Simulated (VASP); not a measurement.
# MgO: how numerical settings change the zone-centre modes, part 2 of 2

Aim: test the modes of MgO against the numerical settings. The starting structure is a cell with measured lattice constants from the literature and the atomic positions of a Crystallography Open Database entry.

VASP 6.6.1.

Results so far: reference T1u 423.4 cm⁻¹.

## Step 3: Modes with a 7×7×7 mesh

Level of this step: LDA; plane waves and PAW (Mg, O) (VASP).

Against step 2 the input has a 7×7×7 mesh.

Input file INCAR:

```
SYSTEM = MgO
PREC = Accurate
ENCUT = 520
EDIFF = 1E-08
NELM = 100
ISMEAR = 0
SIGMA = 0.03
LREAL = .FALSE.
ALGO = Normal
GGA = CA
NBANDS = 10
LORBIT = 11
LWAVE = .FALSE.
LCHARG = .FALSE.
KPAR = 4
IBRION = 8
LEPSILON = .TRUE.
LPEAD = .TRUE.
ISIF = 2
```

Input file POSCAR:

```
MgO
1.0
    0.0000000000      2.0730463737      2.0730463737
    2.0730463737      0.0000000000      2.0730463737
    2.0730463737      2.0730463737      0.0000000000
Mg O
1 1
Direct
    0.0000000000      0.0000000000      0.0000000000
    0.5000000000      0.5000000000      0.5000000000
```

Input file KPOINTS:

```
Automatic mesh
0
Gamma
7 7 7
0 0 0
```

The projector-augmented-wave data sets are Mg and O (LDA family, release 64).

Launch:

```
> mpirun -np 4 vasp_std
```

Output:

```text
[... set-up lines as in an earlier step ...]
 entering main loop
       N       E                     dE             d eps       ncg     rms          rms(c)
DAV:   1     0.902709735196E+01    0.90271E+01   -0.46816E+03   456   0.703E+02
DAV:   2    -0.145741032759E+02   -0.23601E+02   -0.23322E+02   438   0.137E+02
DAV:   3    -0.150316858630E+02   -0.45758E+00   -0.45734E+00   480   0.162E+01
DAV:   4    -0.150325262666E+02   -0.84040E-03   -0.84039E-03   436   0.793E-01
[...]
DAV:  11    -0.134453295765E+02    0.82294E-06   -0.40301E-06   438   0.119E-02    0.300E-03
DAV:  12    -0.134453295762E+02    0.23721E-09   -0.15777E-07   434   0.287E-03    0.586E-04
DAV:  13    -0.134453295753E+02    0.91666E-09   -0.39531E-09   222   0.701E-04
   1 F= -.13445330E+02 E0= -.13445330E+02  d E =-.217654E-34
 Linear response reoptimize wavefunctions to high precision
DAV:   1    -0.134453295762E+02   -0.86067E-09   -0.12959E-10   272   0.121E-04
DAV:   2    -0.134453295762E+02   -0.21942E-10   -0.89745E-12   214   0.294E-05
 Linear response to external field (no local field effect), progress :
[...]
RMM:   9    -0.215024027003E-02   -0.25713E-08   -0.13034E-12  1201   0.395E-06    0.379E-07
 first order change of Fermi-energy   0.49638E-04
 force on displaced ion       1 direction 1 :  -6.363   0.000   0.000
 Born effective charge ion    1 direction 1 :   1.948   0.000   0.000
 Linear response progress:
  Degree of freedom:   2/  2
       N       E                     dE             d eps       ncg     rms          rms(c)
RMM:   1    -0.347380713949E+00   -0.34738E+00    0.39551E-01  1418   0.425E+00
RMM:   2    -0.348874285130E+00   -0.14936E-02   -0.13951E-03  1246   0.296E-01    0.135E-01
RMM:   3    -0.350256893337E+00   -0.13826E-02   -0.38011E-04  1188   0.141E-01    0.714E-02
RMM:   4    -0.352368958027E+00   -0.21121E-02   -0.38094E-04  1133   0.145E-01    0.174E-02
[...]
RMM:   8    -0.352379709960E+00    0.83722E-07   -0.11543E-10  1363   0.525E-05    0.152E-05
RMM:   9    -0.352379750803E+00   -0.40844E-07   -0.91633E-11  1367   0.163E-05    0.243E-06
RMM:  10    -0.352379746773E+00    0.40299E-08   -0.97232E-11  1065   0.707E-06    0.450E-07
 first order change of Fermi-energy   0.10017E-02
 force on displaced ion       2 direction 1 :  -6.361   0.000   0.000
 Born effective charge ion    2 direction 1 :  -1.948   0.000   0.000
 Born effective charges drift removed
 Linear response finished
```

The job ended after 17 s (4 MPI ranks of Intel Xeon Platinum 8259CL at 2.50GHz (Skylake/Cascade Lake), shared host; peak memory 0.64 GiB; 64 s of CPU time).

Parts of OUTCAR (step 3):

```text
  Total       -0.0018609     -0.0018609     -0.0018609      0.0000000      0.0000000      0.0000000
  in kB       -0.1673282     -0.1673282     -0.1673282      0.0000000      0.0000000      0.0000000
  external PRESSURE =      -0.1673282 kB  Pullay stress =       0.0000000 kB

 POSITION                                       TOTAL-FORCE (eV/Angst)
 -----------------------------------------------------------------------------------
      0.00000      0.00000      0.00000         0.000000      0.000000      0.000000
      2.07305      2.07305      2.07305        -0.000000     -0.000000      0.000000
 -----------------------------------------------------------------------------------
    total drift:                               -0.000000     -0.000000      0.000000

 MACROSCOPIC STATIC DIELECTRIC TENSOR (including local field effects in DFT)
 ------------------------------------------------------
           3.090544     0.000000    -0.000000
          -0.000000     3.090544     0.000000
          -0.000000     0.000000     3.090544
 ------------------------------------------------------

 MACROSCOPIC STATIC DIELECTRIC TENSOR IONIC CONTRIBUTION
 ------------------------------------------------------
           6.059782    -0.000000     0.000000
          -0.000000     6.059782    -0.000000
           0.000000    -0.000000     6.059782
 ------------------------------------------------------

[... 1 part as in an earlier step ...]

[... 1 further part left out ...]
```

With a 7×7×7 mesh the mode is T1u 423.4 cm⁻¹, as with the reference.

## Step 4: Modes with a cutoff of 400 eV

Against step 2 the input has ENCUT = 400.

Edit INCAR of step 3 so:

```diff
@@ -2,3 +2,3 @@
 PREC = Accurate
-ENCUT = 520
+ENCUT = 400
 EDIFF = 1E-08
```

POSCAR is that of step 3.

Input file KPOINTS:

```
Automatic mesh
0
Gamma
12 12 12
0 0 0
```

Launch:

```
> mpirun -np 4 vasp_std
```

Output:

```text
[... set-up lines as in an earlier step ...]
 entering main loop
       N       E                     dE             d eps       ncg     rms          rms(c)
DAV:   1     0.528675342590E+01    0.52868E+01   -0.41598E+03  1688   0.568E+02
DAV:   2    -0.146638475919E+02   -0.19951E+02   -0.19496E+02  1692   0.119E+02
DAV:   3    -0.150241767725E+02   -0.36033E+00   -0.36007E+00  1682   0.138E+01
DAV:   4    -0.150248383583E+02   -0.66159E-03   -0.66157E-03  1610   0.683E-01
[...]
DAV:  12    -0.134701634409E+02   -0.16400E-06   -0.12781E-07  1580   0.277E-03    0.536E-04
DAV:  13    -0.134701634521E+02   -0.11191E-07   -0.33642E-09   838   0.629E-04    0.328E-05
DAV:  14    -0.134701634546E+02   -0.24933E-08   -0.85283E-11   782   0.940E-05
   1 F= -.13470163E+02 E0= -.13470163E+02  d E =-.252461E-23
 Linear response reoptimize wavefunctions to high precision
DAV:   1    -0.134701634548E+02   -0.27956E-09   -0.88039E-12   868   0.274E-05
DAV:   2    -0.134701634549E+02   -0.22169E-10   -0.11496E-12   776   0.712E-06
 Linear response to external field (no local field effect), progress :
[...]
RMM:   6    -0.214381735036E-02   -0.98960E-08   -0.58827E-10  5229   0.201E-04    0.129E-04
 first order change of Fermi-energy   0.44162E-04
 force on displaced ion       1 direction 1 :  -6.368   0.000   0.000
 Born effective charge ion    1 direction 1 :   1.949   0.000   0.000
 Linear response progress:
  Degree of freedom:   2/  2
       N       E                     dE             d eps       ncg     rms          rms(c)
RMM:   1    -0.347168840822E+00   -0.34717E+00    0.40147E-01  5774   0.411E+00
RMM:   2    -0.349160902329E+00   -0.19921E-02   -0.16313E-03  5143   0.316E-01    0.137E-01
RMM:   3    -0.350577056368E+00   -0.14162E-02   -0.36365E-04  4949   0.137E-01    0.739E-02
RMM:   4    -0.352758137603E+00   -0.21811E-02   -0.37645E-04  4676   0.142E-01    0.172E-02
[...]
RMM:   9    -0.352769727462E+00   -0.23231E-07   -0.38805E-09  5640   0.259E-05    0.141E-06
RMM:  10    -0.352769737633E+00   -0.10171E-07   -0.38790E-09  4351   0.159E-05    0.363E-07
RMM:  11    -0.352769744645E+00   -0.70112E-08   -0.41341E-09  2953   0.152E-05    0.564E-08
 first order change of Fermi-energy   0.11556E-02
 force on displaced ion       2 direction 1 :  -6.378   0.000   0.000
 Born effective charge ion    2 direction 1 :  -1.949   0.000   0.000
 Born effective charges drift removed
 Linear response finished
```

The job ended after 31 s (4 MPI ranks; peak memory 0.86 GiB).

OUTCAR, selected parts (step 4):

```text
  Total       -0.5722374     -0.5722374     -0.5722374     -0.0000000      0.0000000     -0.0000000
  in kB      -51.4552578    -51.4552578    -51.4552578     -0.0000000      0.0000000     -0.0000000
  external PRESSURE =     -51.4552578 kB  Pullay stress =       0.0000000 kB

 POSITION                                       TOTAL-FORCE (eV/Angst)
 -----------------------------------------------------------------------------------
      0.00000      0.00000      0.00000         0.000000      0.000000      0.000000
      2.07305      2.07305      2.07305        -0.000000     -0.000000     -0.000000
 -----------------------------------------------------------------------------------
    total drift:                                0.000000      0.000000      0.000000

 MACROSCOPIC STATIC DIELECTRIC TENSOR (including local field effects in DFT)
 ------------------------------------------------------
           3.088597     0.000000    -0.000000
           0.000000     3.088597     0.000000
          -0.000000    -0.000000     3.088597
 ------------------------------------------------------

 MACROSCOPIC STATIC DIELECTRIC TENSOR IONIC CONTRIBUTION
 ------------------------------------------------------
           6.051845    -0.000000     0.000000
          -0.000000     6.051845     0.000000
           0.000000     0.000000     6.051845
 ------------------------------------------------------

[... 1 part as in an earlier step ...]

[... 1 further part left out ...]
```

With a cutoff of 400 eV the mode is T1u 423.8 cm⁻¹, +0.4 cm⁻¹ from the reference.

## Step 5: Modes with a 16×16×16 mesh

Against step 2 the input has a 16×16×16 mesh.

Edit INCAR of step 4 so:

```diff
@@ -2,3 +2,3 @@
 PREC = Accurate
-ENCUT = 400
+ENCUT = 520
 EDIFF = 1E-08
```

POSCAR is that of step 4.

Input file KPOINTS:

```
Automatic mesh
0
Gamma
16 16 16
0 0 0
```

Launch:

```
> mpirun -np 4 vasp_std
```

Output:

```text
[... set-up lines as in an earlier step ...]
 entering main loop
       N       E                     dE             d eps       ncg     rms          rms(c)
DAV:   1     0.109181358080E+02    0.10918E+02   -0.48496E+03  3340   0.717E+02
DAV:   2    -0.145296071367E+02   -0.25448E+02   -0.24854E+02  3296   0.138E+02
DAV:   3    -0.150314788493E+02   -0.50187E+00   -0.50154E+00  3390   0.172E+01
DAV:   4    -0.150325715160E+02   -0.10927E-02   -0.10926E-02  3184   0.898E-01
[...]
DAV:  11    -0.134454505905E+02    0.77002E-06   -0.39636E-06  3150   0.120E-02    0.292E-03
DAV:  12    -0.134454505950E+02   -0.45533E-08   -0.14803E-07  3220   0.281E-03    0.619E-04
DAV:  13    -0.134454505940E+02    0.10455E-08   -0.40645E-09  1710   0.749E-04
   1 F= -.13445451E+02 E0= -.13445451E+02  d E =-.129505E-13
 Linear response reoptimize wavefunctions to high precision
DAV:   1    -0.134454505948E+02   -0.81792E-09   -0.13250E-10  1888   0.118E-04
DAV:   2    -0.134454505948E+02    0.32969E-11   -0.87530E-12  1584   0.296E-05
 Linear response to external field (no local field effect), progress :
[...]
RMM:   9    -0.215027122972E-02    0.22581E-08   -0.12743E-12 10639   0.411E-06    0.382E-07
 first order change of Fermi-energy  -0.13203E-01
 force on displaced ion       1 direction 1 :  -6.364   0.000   0.000
 Born effective charge ion    1 direction 1 :   1.948   0.000   0.000
 Linear response progress:
  Degree of freedom:   2/  2
       N       E                     dE             d eps       ncg     rms          rms(c)
RMM:   1    -0.348580327566E+00   -0.34858E+00    0.38352E-01 12478   0.425E+00
RMM:   2    -0.348875013046E+00   -0.29469E-03   -0.17944E-03 11013   0.341E-01    0.135E-01
RMM:   3    -0.350257604135E+00   -0.13826E-02   -0.37886E-04 10583   0.141E-01    0.714E-02
RMM:   4    -0.352370067468E+00   -0.21125E-02   -0.38049E-04 10019   0.145E-01    0.174E-02
[...]
RMM:   8    -0.352380444323E+00    0.93972E-07   -0.15669E-09 12145   0.625E-05    0.150E-05
RMM:   9    -0.352380485890E+00   -0.41566E-07   -0.16499E-09 12153   0.258E-05    0.243E-06
RMM:  10    -0.352380482481E+00    0.34088E-08   -0.15481E-09  9687   0.169E-05    0.443E-07
 first order change of Fermi-energy   0.14337E-01
 force on displaced ion       2 direction 1 :  -6.361   0.000   0.000
 Born effective charge ion    2 direction 1 :  -1.948   0.000   0.000
 Born effective charges drift removed
 Linear response finished
```

It took 70 s on 4 MPI ranks; peak memory 1.7 GiB.

From OUTCAR (step 5):

```text
  Total       -0.0018260     -0.0018260     -0.0018260     -0.0000000      0.0000000      0.0000000
  in kB       -0.1641947     -0.1641947     -0.1641947     -0.0000000      0.0000000      0.0000000
  external PRESSURE =      -0.1641947 kB  Pullay stress =       0.0000000 kB

 POSITION                                       TOTAL-FORCE (eV/Angst)
 -----------------------------------------------------------------------------------
      0.00000      0.00000      0.00000        -0.000000      0.000000      0.000000
      2.07305      2.07305      2.07305         0.000000     -0.000000     -0.000000
 -----------------------------------------------------------------------------------
    total drift:                               -0.000000     -0.000000      0.000000

 MACROSCOPIC STATIC DIELECTRIC TENSOR (including local field effects in DFT)
 ------------------------------------------------------
           3.093097     0.000000     0.000000
          -0.000000     3.093097    -0.000000
           0.000000     0.000000     3.093097
 ------------------------------------------------------

 MACROSCOPIC STATIC DIELECTRIC TENSOR IONIC CONTRIBUTION
 ------------------------------------------------------
           6.059118    -0.000000     0.000000
          -0.000000     6.059118     0.000000
           0.000000     0.000000     6.059118
 ------------------------------------------------------

[... 1 part as in an earlier step ...]

[... 1 further part left out ...]
```

With a 16×16×16 mesh the mode is T1u 423.4 cm⁻¹, as with the reference.

## Step 6: Modes with finite displacements

Against step 2 the input has IBRION = 6, NFREE = 2, POTIM = 0.015, no LEPSILON and no LPEAD (also changed: NSW).

Edit INCAR of step 5 so:

```diff
@@ -15,5 +15,6 @@
 KPAR = 4
-IBRION = 8
-LEPSILON = .TRUE.
-LPEAD = .TRUE.
+IBRION = 6
+NFREE = 2
+POTIM = 0.015
+NSW = 1
 ISIF = 2
```

POSCAR is that of step 5.

Input file KPOINTS:

```
Automatic mesh
0
Gamma
12 12 12
0 0 0
```

Launch:

```
> mpirun -np 4 vasp_std
```

Output:

```text
[... set-up lines as in an earlier step ...]
 entering main loop
       N       E                     dE             d eps       ncg     rms          rms(c)
[... 13 cycles as in an earlier step ...]
   1 F= -.13445460E+02 E0= -.13445460E+02  d E =-.456908E-20
[...]
2 F= -.13444743E+02 E0= -.13444743E+02  d E =-.240741E-20
[...]
3 F= -.13444743E+02 E0= -.13444743E+02  d E =-.240500E-20
[...]
4 F= -.13444744E+02 E0= -.13444744E+02  d E =-.240371E-20
[...]
5 F= -.13444744E+02 E0= -.13444744E+02  d E =-.240388E-20
 Finite differences progress:
  Degree of freedom:   2/  2
  Displacement:        2/  2
  Total:               4/  4
```

It took 15 s on 4 MPI ranks; peak memory 0.68 GiB; 57 s of CPU time.

Parts of OUTCAR (step 6):

```text
  Total        0.0080783     -0.0025545     -0.0025545     -0.0000000     -0.0000000      0.0000000
  in kB        0.7263971     -0.2296977     -0.2296977     -0.0000000     -0.0000000      0.0000000
  external PRESSURE =       0.0890006 kB  Pullay stress =       0.0000000 kB

 POSITION                                       TOTAL-FORCE (eV/Angst)
 -----------------------------------------------------------------------------------
      0.00000      0.00000      0.00000        -0.095599      0.000000      0.000000
      2.05805      2.07305      2.07305         0.095599      0.000000      0.000000
 -----------------------------------------------------------------------------------
    total drift:                                0.000036     -0.000000     -0.000000

  FREE ENERGIE OF THE ION-ELECTRON SYSTEM (eV)
  ---------------------------------------------------
  free  energy   TOTEN  =       -13.4447440680 eV

  energy  without entropy=      -13.4447440680  energy(sigma->0) =      -13.44474407

[... 2 parts as in an earlier step ...]

[... 1 further part left out ...]
[key lines of the parts left out:]
E-fermi :   3.4318
```

The last energy, forces and stress in OUTCAR belong to the last displaced cell, not to that of POSCAR.

With finite displacements the mode is T1u 423.7 cm⁻¹, +0.3 cm⁻¹ from the reference.

## Step 7: The runs compared

```csv
run,T1u,method,core minutes
reference,423.4,perturbation theory,2.8
a 7×7×7 mesh,423.4,perturbation theory,1.11
a cutoff of 400 eV,423.8,perturbation theory,2.07
a 16×16×16 mesh,423.4,perturbation theory,4.67
finite displacements,423.7,finite displacements,0.987
```

Modes are in cm⁻¹, degenerate ones as one, matched between runs by symmetry and order. A number in brackets counts the listed modes of one symmetry from the lowest. The symmetry labels come from an automatic analysis and can be wrong where levels nearly coincide. Core minutes are wall time times ranks of the run shown, on a shared host.

## Step 8: Summary of results

| Property | Result |
| --- | --- |
| T1u, reference | 423.4 cm⁻¹ |
| T1u, a 7×7×7 mesh | 423.4 cm⁻¹ |
| T1u, a cutoff of 400 eV | 423.8 cm⁻¹ |
| T1u, a 16×16×16 mesh | 423.4 cm⁻¹ |
| T1u, finite displacements | 423.7 cm⁻¹ |

The largest change comes with a cutoff of 400 eV: +0.4 cm⁻¹ in T1u. On finer settings the modes change by less than 0.1 cm⁻¹ with a 16×16×16 mesh. Other changes move the modes by more: +0.4 cm⁻¹ in T1u with a cutoff of 400 eV and +0.3 cm⁻¹ in T1u with finite displacements. The dielectric constants and Born charges in the logs aren't compared here; at a small gap they can be far off, and in a run without a gap they mean nothing. The frequencies are harmonic, and the splitting of polar modes by their long-range field is left out. Further runs on this material are not shown.

[Lines on the potential files, build, host, timing and source positions are cut from VASP's logs without a mark.]

[Logs are printed without paths, hosts, clocks, repeated set-up lines and the standing remarks that a program may print on its own settings, such as how far it seeks lower states.]

[Hosts, paths, dates, database ids (printed as entryN), source tags and the programs' standing remarks are cut or masked in the printed files.]
